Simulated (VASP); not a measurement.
These are r2SCAN meta-GGA, VASP's PBE PAW potentials (set 64) (plane waves; VASP) values and carry that method's errors.

VASP ran on this input.

**POSCAR**
```
Au(111) slab
1
    2.9173396806     0.0000000000     0.0000000000
   -1.4586698403     2.5264904510     0.0000000000
    0.0000000000     0.0000000000    24.6961549521
Au
4
Direct
  0.0000000000   0.0000000000   0.3554919839
  0.6666670000   0.3333330000   0.4522821732
  0.3333330000   0.6666670000   0.5477178268
  0.0000000000   0.0000000000   0.6445080161
```

**INCAR**
```
SYSTEM = Au(111) slab
PREC = Normal
ENCUT = 400
EDIFF = 1E-6
NELM = 100
ALGO = Normal
LREAL = .FALSE.
LASPH = .TRUE.
ISMEAR = 1
SIGMA = 0.1
METAGGA = R2SCAN
LMIXTAU = .TRUE.
LMAXMIX = 6
LWAVE = .FALSE.
LCHARG = .FALSE.
NELMIN = 4
LDIPOL = .TRUE.
IDIPOL = 3
DIPOL = 0.5 0.5 0.5
LVHAR = .TRUE.
LORBIT = 11
```

**KPOINTS**
```
Automatic
0
gamma
  11 11 1
```

POTCAR, in this order: Au (PBE.64 set). Program: vasp_std. Read from the step before: WAVECAR.

The resulting files:

OUTCAR:
```
 ion  position               nearest neighbor table
   1  0.000  0.000  0.355-   2 2.92   2 2.92   2 2.92
   2  0.667  0.333  0.452-   3 2.90   3 2.90   3 2.90   1 2.92   1 2.92   1 2.92
   3  0.333  0.667  0.548-   2 2.90   2 2.90   2 2.90   4 2.92   4 2.92   4 2.92
   4  0.000  0.000  0.645-   3 2.92   3 2.92   3 2.92
  LATTYP: Found a hexagonal cell.
 ALAT       =     2.9173396806
 C/A-ratio  =     8.4652997785
 Subroutine PRICEL returns:
 Original cell was already a primitive cell.
 Subroutine GETGRP returns: Found 12 space group operations
The static configuration has the point symmetry D_3d.
The dynamic configuration has the point symmetry D_3d.
 Subroutine INISYM returns: Found 12 space group operations
 Subroutine IBZKPT returns following result:
 Found     16 irreducible k-points:

 Following reciprocal coordinates:
            Coordinates               Weight
  0.000000  0.000000  0.000000      1.000000
  0.090909 -0.000000  0.000000      6.000000
  0.181818 -0.000000  0.000000      6.000000
  0.272727 -0.000000  0.000000      6.000000
  0.363636  0.000000  0.000000      6.000000
  0.454545 -0.000000  0.000000      6.000000
...
```

**OSZICAR**
```
       N       E                     dE             d eps       ncg     rms          rms(c)
DAV:   1    -0.201600916073E+03   -0.20160E+03   -0.14810E-05   874   0.273E-02    0.514E-03
DAV:   2    -0.201600914173E+03    0.19001E-05   -0.17132E-06   670   0.109E-02    0.298E-03
DAV:   3    -0.201600914831E+03   -0.65856E-06   -0.57079E-07   568   0.708E-03    0.209E-03
DAV:   4    -0.201600922636E+03   -0.78042E-05   -0.10166E-06   584   0.110E-02    0.418E-04
DAV:   5    -0.201600910470E+03    0.12165E-04   -0.63339E-07   568   0.860E-03    0.334E-04
DAV:   6    -0.201600922123E+03   -0.11652E-04   -0.41748E-07   560   0.728E-03    0.293E-04
DAV:   7    -0.201600915067E+03    0.70561E-05   -0.18317E-07   536   0.461E-03    0.282E-04
DAV:   8    -0.201600919890E+03   -0.48231E-05   -0.87415E-08   444   0.331E-03    0.277E-04
DAV:   9    -0.201600919228E+03    0.66169E-06   -0.30216E-08   436   0.188E-03
   1 F= -.20160092E+03 E0= -.20160117E+03  d E =0.748209E-03
```

OUTCAR:
```
------------------------ aborting loop because EDIFF is reached ----------------------------------------
  FORCE on cell =-STRESS in cart. coord.  units (eV):
  Direction    XX          YY          ZZ          XY          YZ          ZX
  --------------------------------------------------------------------------------------
  Total       -2.4010534     -2.4010538     -0.2465690      0.0000000     -0.0000000     -0.0000000
  in kB      -21.1338396    -21.1338426     -2.1702765      0.0000000     -0.0000000     -0.0000000
  external PRESSURE =     -14.8126529 kB  Pullay stress =       0.0000000 kB
  volume of cell :      182.03
      direct lattice vectors                 reciprocal lattice vectors
     2.917339681  0.000000000  0.000000000     0.342778048  0.197902984  0.000000000
    -1.458669840  2.526490451  0.000000000     0.000000000  0.395805969  0.000000000
     0.000000000  0.000000000 24.696154952     0.000000000  0.000000000  0.040492133
 POSITION                                       TOTAL-FORCE (eV/Angst)
 -----------------------------------------------------------------------------------
      0.00000      0.00000      8.77929         0.000000     -0.000000      0.027574
      1.45867      0.84216     11.16963        -0.000000      0.000000      0.001955
     -0.00000      1.68433     13.52652         0.000000     -0.000000     -0.001955
      0.00000      0.00000     15.91687         0.000000      0.000000     -0.027574
 -----------------------------------------------------------------------------------
    total drift:                               -0.000000     -0.000000      0.000000
  FREE ENERGIE OF THE ION-ELECTRON SYSTEM (eV)
  ---------------------------------------------------
  free  energy   TOTEN  =      -201.6009192280 eV

  energy  without entropy=     -201.6016674375  energy(sigma->0) =     -201.60116863

 total charge

# of ion       s       p       d       tot
------------------------------------------
    1        0.559   0.249   8.787   9.594
    2        0.524   0.320   8.805   9.649
    3        0.524   0.320   8.805   9.649
    4        0.559   0.249   8.787   9.594
--------------------------------------------------
tot          2.165   1.138  35.184  38.487
```
(Selected blocks of OUTCAR.)

The cell is a thin slab with vacuum, built from Au (fcc): (111) face.
